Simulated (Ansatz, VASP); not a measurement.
## ZrB2: VASP beside Ansatz

Wanted: the spread between two codes on one cell, functional and k mesh. The cell is taken from a series of runs on this material, whose earlier steps may have relaxed, scaled, displaced or heated it; both programs get it as it stands.

Method: plane waves, with VASP 6.6.1 beside it; zone-centre phonons at PBEsol, in Ansatz 0.2.0.

**1. The structure**

Symmetry: P6/mmm, No. 191, hexagonal system. The conventional cell has a = 3.143 Å, b = 3.143 Å, c = 3.578 Å, α = 90.00°, β = 90.00°, γ = 120.00°. B has 3 B at 1.81 Å and 6 Zr at 2.55 Å nearest. Nearest to Zr lie 12 B at 2.55 Å. Farther neighbours are not listed.

**2. VASP: zone-centre phonons, PBEsol**

Second derivatives magnify differences that forces hide, and they need a tight electronic threshold.

Lines of VASP's logs that name or quote its potential files are left out, and so is its time.

File INCAR:

```
SYSTEM = ZrB2
PREC = Accurate
ENCUT = 500
EDIFF = 1E-08
NELM = 120
ISMEAR = 1
SIGMA = 0.2
LREAL = .FALSE.
ALGO = Normal
GGA = PS
NBANDS = 15
LASPH = .TRUE.
LORBIT = 11
LWAVE = .FALSE.
LCHARG = .FALSE.
ISIF = 2
IBRION = 8
GGA_COMPAT = .FALSE.
KPAR = 2
```

File POSCAR:

```
ZrB2
1.0
    3.1427424443      0.0000000000      0.0000000000
   -1.5713712222      2.7216947943      0.0000000000
    0.0000000000      0.0000000000      3.5775844122
B Zr
2 1
Direct
    0.3333333335      0.6666666665      0.5000000000
    0.6666666665      0.3333333335      0.5000000000
    0.0000000000      0.0000000000      0.0000000000
```

File KPOINTS:

```
Automatic mesh
0
Gamma
15 15 12
0 0 0
```

PAW data sets: B and Zr_sv (PBE family, release 64).

Run with:

```
$ mpirun -np 2 vasp_std
```

Numbers of over 12 decimals in the logs are rounded to 6 here.

What it wrote:

```text
[banner, memory and clock lines left out]
running    2 mpi-ranks, on    1 nodes
 distrk:  each k-point on    1 cores,    2 groups
 distr:  one band on    1 cores,    1 groups

 POSCAR found type information on POSCAR B Zr
 POSCAR found :  2 types and       3 ions
|                                                                             |
|               ----> ADVICE to this user running VASP <----                  |
|                                                                             |
|     You enforced a specific xc type in the INCAR file but a different       |
|     [... a line on the potential file left out ...]
|     I HOPE YOU KNOW WHAT YOU ARE DOING!                                     |
|                                                                             |

 LDA part: xc-table for (Slater+PW92), standard interpolation
 POSCAR, INCAR and KPOINTS ok, starting setup
 FFT: planning ... GRIDC
 FFT: planning ... GRID_SOFT
 FFT: planning ... GRID
 WAVECAR not read
 entering main loop
       N       E                     dE             d eps       ncg     rms          rms(c)
DAV:   1     0.999274494688E+02    0.99927E+02   -0.95249E+03  5670   0.116E+03
DAV:   2    -0.247958594602E+02   -0.12472E+03   -0.12008E+03  7133   0.300E+02
DAV:   3    -0.289700930757E+02   -0.41742E+01   -0.41501E+01  9220   0.472E+01
DAV:   4    -0.290338530232E+02   -0.63760E-01   -0.63753E-01  6471   0.542E+00
DAV:   5    -0.290352953325E+02   -0.14423E-02   -0.14423E-02  8863   0.565E-01    0.221E+01
DAV:   6    -0.264357999016E+02    0.25995E+01   -0.61467E+00  7101   0.170E+01    0.912E+00
DAV:   7    -0.263924375341E+02    0.43362E-01   -0.67701E-01  8294   0.522E+00    0.333E+00
DAV:   8    -0.263920450609E+02    0.39247E-03   -0.97737E-02  6697   0.261E+00    0.499E-01
DAV:   9    -0.263883885346E+02    0.36565E-02   -0.20996E-02  7224   0.110E+00    0.205E-01
DAV:  10    -0.263880041885E+02    0.38435E-03   -0.16960E-03  6636   0.391E-01    0.362E-02
DAV:  11    -0.263880132590E+02   -0.90705E-05   -0.68399E-05  7710   0.790E-02    0.113E-02
DAV:  12    -0.263880113948E+02    0.18642E-05   -0.29522E-06  7292   0.120E-02    0.560E-03
DAV:  13    -0.263880112510E+02    0.14382E-06   -0.50929E-07  8284   0.570E-03    0.174E-03
DAV:  14    -0.263880112162E+02    0.34745E-07   -0.27485E-08  5898   0.158E-03    0.516E-04
DAV:  15    -0.263880111895E+02    0.26733E-07   -0.33956E-09  3332   0.535E-04    0.169E-04
DAV:  16    -0.263880111821E+02    0.74153E-08   -0.10561E-09  3059   0.278E-04
   1 F= -.26388011E+02 E0= -.26388211E+02  d E =0.598700E-03
 Linear response reoptimize wavefunctions to high precision
DAV:   1    -0.263880111807E+02    0.13595E-08   -0.28913E-10  4200   0.130E-04
DAV:   2    -0.263880111807E+02   -0.10914E-10   -0.10061E-10  3024   0.551E-05
 Linear response DOF=           4
 Linear response progress:
  Degree of freedom:   1/  4
       N       E                     dE             d eps       ncg     rms          rms(c)
RMM:   1    -0.475413937442E-01   -0.47541E-01   -0.22971E-02 57686   0.103E+00
RMM:   2    -0.426384546390E-01    0.49029E-02   -0.23385E-03 46962   0.248E-01    0.141E-01
RMM:   3    -0.425914291636E-01    0.47025E-04   -0.64724E-04 44801   0.122E-01    0.705E-02
RMM:   4    -0.430474312098E-01   -0.45600E-03   -0.40805E-04 43797   0.961E-02    0.827E-03
RMM:   5    -0.430508076398E-01   -0.33764E-05   -0.49990E-05 52488   0.270E-02    0.220E-03
RMM:   6    -0.430514468976E-01   -0.63926E-06   -0.95608E-06 56255   0.965E-03    0.114E-03
RMM:   7    -0.430483271902E-01    0.31197E-05   -0.31477E-06 55489   0.460E-03    0.276E-04
RMM:   8    -0.430499908071E-01   -0.16636E-05   -0.21621E-07 58348   0.211E-03    0.146E-04
RMM:   9    -0.430495731532E-01    0.41765E-06    0.15712E-07 59051   0.970E-04    0.322E-05
RMM:  10    -0.430497759746E-01   -0.20282E-06    0.61562E-08 58416   0.471E-04    0.243E-05
RMM:  11    -0.430496543928E-01    0.12158E-06    0.72263E-08 58577   0.236E-04    0.733E-06
RMM:  12    -0.430496497865E-01    0.46063E-08   -0.53197E-09 59990   0.119E-04    0.500E-06
 first order change of Fermi-energy   0.17539E-04
 force on displaced ion       1 direction 1 : -16.024  -0.001   0.000
 Linear response progress:
  Degree of freedom:   2/  4
       N       E                     dE             d eps       ncg     rms          rms(c)
RMM:   1    -0.470250562537E-01   -0.47025E-01   -0.12392E-03 20254   0.109E+00
RMM:   2    -0.443844696683E-01    0.26406E-02   -0.18835E-03 16283   0.242E-01    0.114E-01
RMM:   3    -0.443231001330E-01    0.61370E-04   -0.89976E-04 15856   0.142E-01    0.529E-02
RMM:   4    -0.446730990651E-01   -0.35000E-03   -0.32133E-04 16739   0.879E-02    0.123E-02
RMM:   5    -0.447399392328E-01   -0.66840E-04   -0.47520E-05 18184   0.334E-02    0.395E-03
RMM:   6    -0.447501412981E-01   -0.10202E-04   -0.10874E-05 19151   0.132E-02    0.794E-04
RMM:   7    -0.447433179278E-01    0.68234E-05   -0.29526E-06 19568   0.570E-03    0.258E-04
RMM:   8    -0.447439750051E-01   -0.65708E-06   -0.81924E-07 19519   0.272E-03    0.138E-04
RMM:   9    -0.447430534285E-01    0.92158E-06   -0.79591E-07 19510   0.139E-03    0.895E-05
RMM:  10    -0.447435680648E-01   -0.51464E-06   -0.40964E-07 19717   0.751E-04    0.887E-06
RMM:  11    -0.447435469491E-01    0.21116E-07   -0.26614E-07 21069   0.369E-04    0.113E-05
RMM:  12    -0.447435420956E-01    0.48535E-08   -0.85587E-08 20672   0.183E-04    0.659E-06
 first order change of Fermi-energy  -0.53985E-04
 force on displaced ion       1 direction 3 :  -0.000   0.000  -9.702
 Linear response progress:
  Degree of freedom:   3/  4
       N       E                     dE             d eps       ncg     rms          rms(c)
RMM:   1    -0.681164681938E+00   -0.68116E+00    0.30013E+00 15479   0.150E+01
RMM:   2    -0.625869748901E+00    0.55295E-01   -0.18771E-01 21365   0.281E+00    0.177E-01
RMM:   3    -0.627067829938E+00   -0.11981E-02   -0.32180E-02 25702   0.866E-01    0.560E-02
RMM:   4    -0.628636284776E+00   -0.15685E-02   -0.56761E-03 31639   0.302E-01    0.310E-02
RMM:   5    -0.629114000350E+00   -0.47772E-03   -0.94113E-04 31609   0.115E-01    0.182E-02
RMM:   6    -0.629097499939E+00    0.16500E-04   -0.13982E-04 31560   0.516E-02    0.509E-03
RMM:   7    -0.629072767355E+00    0.24733E-04   -0.38800E-05 32709   0.247E-02    0.372E-03
RMM:   8    -0.629065431368E+00    0.73360E-05   -0.17200E-05 32988   0.139E-02    0.979E-04
RMM:   9    -0.629071030730E+00   -0.55994E-05   -0.94518E-06 33414   0.826E-03    0.171E-04
RMM:  10    -0.629071866137E+00   -0.83541E-06   -0.58631E-06 34230   0.522E-03    0.151E-04
RMM:  11    -0.629072355367E+00   -0.48923E-06   -0.34203E-06 35000   0.361E-03    0.198E-04
RMM:  12    -0.629068956199E+00    0.33992E-05   -0.28344E-06 32898   0.275E-03    0.263E-04
RMM:  13    -0.629072044764E+00   -0.30886E-05   -0.19033E-06 31152   0.221E-03    0.119E-04
RMM:  14    -0.629075432246E+00   -0.33875E-05   -0.15463E-06 32767   0.172E-03    0.794E-05
[...]
RMM:  22    -0.629080264084E+00   -0.42845E-06   -0.23434E-07 28626   0.441E-04    0.320E-05
RMM:  23    -0.629080494556E+00   -0.23047E-06   -0.18875E-07 29991   0.386E-04    0.241E-05
RMM:  24    -0.629080654244E+00   -0.15969E-06   -0.14881E-07 32161   0.335E-04    0.239E-05
RMM:  25    -0.629080677957E+00   -0.23712E-07   -0.11378E-07 31449   0.292E-04    0.288E-05
RMM:  26    -0.629080620649E+00    0.57307E-07   -0.93311E-08 27874   0.260E-04    0.354E-05
RMM:  27    -0.629080778586E+00   -0.15794E-06   -0.66659E-08 30555   0.235E-04    0.348E-05
RMM:  28    -0.629080767522E+00    0.11064E-07   -0.48569E-08 25053   0.206E-04    0.390E-05
RMM:  29    -0.629080809845E+00   -0.42323E-07   -0.34078E-08 27018   0.185E-04    0.412E-05
 first order change of Fermi-energy   0.75523E-04
 force on displaced ion       3 direction 1 : -12.933  -0.000   0.000
 Linear response progress:
  Degree of freedom:   4/  4
       N       E                     dE             d eps       ncg     rms          rms(c)
RMM:   1    -0.766527048087E+00   -0.76653E+00    0.26335E+00  6590   0.147E+01
RMM:   2    -0.710819396075E+00    0.55708E-01   -0.16459E-01  8866   0.267E+00    0.199E-01
RMM:   3    -0.713773146502E+00   -0.29538E-02   -0.36223E-02 10347   0.809E-01    0.623E-02
RMM:   4    -0.716125018103E+00   -0.23519E-02   -0.65382E-03 12045   0.280E-01    0.371E-02
RMM:   5    -0.716393720084E+00   -0.26870E-03   -0.11044E-03 12693   0.104E-01    0.257E-02
RMM:   6    -0.716200741492E+00    0.19298E-03   -0.11809E-04 12611   0.491E-02    0.684E-03
RMM:   7    -0.716271708604E+00   -0.70967E-04   -0.46938E-05 12881   0.221E-02    0.294E-03
RMM:   8    -0.716265220681E+00    0.64879E-05   -0.13568E-05 13441   0.113E-02    0.835E-04
RMM:   9    -0.716269970999E+00   -0.47503E-05   -0.21731E-05 13608   0.656E-03    0.783E-04
RMM:  10    -0.716270298540E+00   -0.32754E-06   -0.39773E-06 13468   0.458E-03    0.126E-04
RMM:  11    -0.716273077837E+00   -0.27793E-05   -0.12526E-05 13923   0.320E-03    0.522E-05
RMM:  12    -0.716272283221E+00    0.79462E-06   -0.11664E-06 13458   0.241E-03    0.124E-04
RMM:  13    -0.716272637884E+00   -0.35466E-06   -0.74726E-06 13850   0.183E-03    0.152E-04
RMM:  14    -0.716273038456E+00   -0.40057E-06    0.43285E-07 12956   0.151E-03    0.511E-05
RMM:  15    -0.716274218741E+00   -0.11803E-05   -0.47569E-06 13803   0.117E-03    0.521E-05
RMM:  16    -0.716273895948E+00    0.32279E-06    0.45710E-07 14126   0.938E-04    0.611E-05
RMM:  17    -0.716274105547E+00   -0.20960E-06   -0.30983E-06 13471   0.773E-04    0.798E-05
RMM:  18    -0.716274422754E+00   -0.31721E-06    0.45771E-07 12553   0.656E-04    0.734E-05
RMM:  19    -0.716275256331E+00   -0.83358E-06   -0.20364E-06 12955   0.551E-04    0.643E-05
RMM:  20    -0.716274582307E+00    0.67402E-06    0.31077E-07 11555   0.461E-04    0.827E-05
RMM:  21    -0.716274894409E+00   -0.31210E-06   -0.13574E-06 12291   0.377E-04    0.844E-05
RMM:  22    -0.716274855190E+00    0.39219E-07    0.20217E-07 12708   0.318E-04    0.874E-05
RMM:  23    -0.716275130457E+00   -0.27527E-06   -0.91089E-07 12600   0.273E-04    0.874E-05
 first order change of Fermi-energy  -0.97840E-04
 force on displaced ion       3 direction 3 :  -0.000   0.000 -13.588
 Linear response finished
```

Parts of OUTCAR (step 2):

```text
ion  position               nearest neighbor table
   1  0.333  0.667  0.500-   2 1.81   2 1.81   2 1.81   3 2.55   3 2.55   3 2.55   3 2.55   3 2.55
                             3 2.55
   2  0.667  0.333  0.500-   1 1.81   1 1.81   1 1.81   3 2.55   3 2.55   3 2.55   3 2.55   3 2.55
                             3 2.55
   3  0.000  0.000  0.000-   2 2.55   2 2.55   1 2.55   1 2.55   2 2.55   2 2.55   1 2.55   1 2.55
                             1 2.55   2 2.55   1 2.55   2 2.55

  LATTYP: Found a hexagonal cell.
 ALAT       =     3.1427424443
 C/A-ratio  =     1.1383638576

 Subroutine GETGRP returns: Found 24 space group operations
 (whereof 24 operations were pure point group operations)

The static configuration has the point symmetry D_6h.

 Found    189 irreducible k-points:

   k-points           NKPTS =    189   k-points in BZ     NKDIM =    189   number of bands    NBANDS=     15

   dimension x,y,z NGX =    24 NGY =   24 NGZ =   28
   dimension x,y,z NGXF=    48 NGYF=   48 NGZF=   56

   ENCUT  =  500.0 eV  36.75 Ry    6.06 a.u.   5.73  5.73  6.52*2*pi/ulx,y,z

   NELECT =      18.0000    total number of electrons

 k-points in reciprocal lattice and weights: Automatic mesh
   0.00000000  0.00000000  0.00000000       0.000
   0.06666667  0.00000000  0.00000000       0.002
   0.13333333  0.00000000  0.00000000       0.002
   0.20000000  0.00000000  0.00000000       0.002
   0.26666667  0.00000000  0.00000000       0.002
   0.33333333  0.00000000  0.00000000       0.002
   0.40000000  0.00000000  0.00000000       0.002
   0.46666667  0.00000000  0.00000000       0.002
   0.06666667  0.06666667  0.00000000       0.002
[...]
0.33333333  0.26666667  0.50000000       0.004
   0.33333333  0.33333333  0.50000000       0.001

 average (electrostatic) potential at core
       1 -22.0023       2 -22.0023       3 -72.5581

  Total        0.0600656      0.0600656     -1.4357356     -0.0000000      0.0000000     -0.0000000
  in kB        3.1448366      3.1448366    -75.1704147     -0.0000000      0.0000000     -0.0000000
  external PRESSURE =     -22.9602472 kB  Pullay stress =       0.0000000 kB

  energy-cutoff  :      500.00
  volume of cell :       30.60
      direct lattice vectors                 reciprocal lattice vectors
     3.142742444  0.000000000  0.000000000     0.318193431  0.183709063  0.000000000
    -1.571371222  2.721694794  0.000000000     0.000000000  0.367418126  0.000000000
     0.000000000  0.000000000  3.577584412     0.000000000  0.000000000  0.279518213

 POSITION                                       TOTAL-FORCE (eV/Angst)
 -----------------------------------------------------------------------------------
      0.00000      1.81446      1.78879         0.000000      0.000000      0.000000
      1.57137      0.90723      1.78879        -0.000000     -0.000000      0.000000
      0.00000      0.00000      0.00000        -0.000000      0.000000      0.000000
 -----------------------------------------------------------------------------------
    total drift:                                0.000000     -0.000000      0.000000

 Eigenvectors and eigenvalues of the dynamical matrix
 ----------------------------------------------------

   1 f  =   24.051298 THz   151.118764 2PiTHz  802.264955 cm-1    99.468132 meV
             X         Y         Z           dx          dy          dz
      0.000000  1.814463  1.788792     0.568855   -0.420005    0.000000
      1.571371  0.907232  1.788792    -0.568855    0.420005   -0.000000
      0.000000  0.000000  0.000000    -0.000000    0.000000    0.000000

   2 f  =   24.051298 THz   151.118764 2PiTHz  802.264955 cm-1    99.468132 meV
             X         Y         Z           dx          dy          dz
      0.000000  1.814463  1.788792    -0.420005   -0.568855    0.000000
      1.571371  0.907232  1.788792     0.420005    0.568855   -0.000000
      0.000000  0.000000  0.000000    -0.000000   -0.000000   -0.000000

   3 f  =   16.887700 THz   106.108546 2PiTHz  563.313022 cm-1    69.841882 meV
             X         Y         Z           dx          dy          dz
      0.000000  1.814463  1.788792    -0.000000   -0.000000    0.707107
      1.571371  0.907232  1.788792    -0.000000   -0.000000   -0.707107
      0.000000  0.000000  0.000000    -0.000000    0.000000   -0.000000

   4 f  =   13.778939 THz    86.575625 2PiTHz  459.615923 cm-1    56.985086 meV
             X         Y         Z           dx          dy          dz
      0.000000  1.814463  1.788792     0.000000   -0.000000    0.635713
      1.571371  0.907232  1.788792    -0.000000   -0.000000    0.635713
      0.000000  0.000000  0.000000    -0.000000    0.000000   -0.437879

   5 f  =   13.441683 THz    84.456588 2PiTHz  448.366299 cm-1    55.590311 meV
             X         Y         Z           dx          dy          dz
      0.000000  1.814463  1.788792    -0.511409    0.377595   -0.000000
      1.571371  0.907232  1.788792    -0.511409    0.377595    0.000000
      0.000000  0.000000  0.000000     0.352290   -0.260110   -0.000000

   6 f  =   13.441683 THz    84.456588 2PiTHz  448.366299 cm-1    55.590311 meV
             X         Y         Z           dx          dy          dz
      0.000000  1.814463  1.788792    -0.377595   -0.511409   -0.000000
      1.571371  0.907232  1.788792    -0.377595   -0.511409    0.000000
      0.000000  0.000000  0.000000     0.260110    0.352290    0.000000

   7 f/i=    0.002302 THz     0.014464 2PiTHz    0.076789 cm-1     0.009521 meV
             X         Y         Z           dx          dy          dz
      0.000000  1.814463  1.788792    -0.000000    0.000000    0.309627
      1.571371  0.907232  1.788792    -0.000000    0.000000    0.309627
      0.000000  0.000000  0.000000    -0.000000    0.000000    0.899034

   8 f/i=    0.002714 THz     0.017055 2PiTHz    0.090541 cm-1     0.011226 meV
             X         Y         Z           dx          dy          dz
      0.000000  1.814463  1.788792     0.010017   -0.309487    0.000000
      1.571371  0.907232  1.788792     0.010017   -0.309487    0.000000
      0.000000  0.000000  0.000000     0.029083   -0.898548    0.000000

   9 f/i=    0.002714 THz     0.017055 2PiTHz    0.090541 cm-1     0.011226 meV
             X         Y         Z           dx          dy          dz
      0.000000  1.814463  1.788792    -0.309487   -0.010017    0.000000
      1.571371  0.907232  1.788792    -0.309487   -0.010017    0.000000
      0.000000  0.000000  0.000000    -0.898548   -0.029083    0.000000

 ELASTIC MODULI CONTR FROM IONIC RELAXATION (kBar)
 Direction    XX          YY          ZZ          XY          YZ          ZX
 --------------------------------------------------------------------------------
 XX          -2.7599      2.7599     -0.0000      0.0000     -0.0000     -0.0000
 YY           2.7599     -2.7599      0.0000      0.0000      0.0000      0.0000
 ZZ          -0.0000      0.0000     -0.0000      0.0000     -0.0000     -0.0000
 XY           0.0000      0.0000      0.0000     -2.7599      0.0000      0.0000
 YZ          -0.0000      0.0000     -0.0000      0.0000     -0.0000     -0.0000
 ZX          -0.0000      0.0000     -0.0000      0.0000     -0.0000     -0.0000
 --------------------------------------------------------------------------------
```

Energies printed during the response cycles are not total energies of the cell. The PAW data sets were made with PBE, which is usual practice but a small mismatch for other functionals.

(Continued in part 2 of 2.)

[Lines on the potential files, build, host, timing and source positions are cut from VASP's logs without a mark.]

[Logs are printed without paths, hosts, clocks, repeated set-up lines and the standing remarks that a program may print on its own settings, such as how far it seeks lower states.]

[Hosts, paths, dates, database ids (printed as entryN), source tags and the programs' standing remarks are cut or masked in the printed files.]
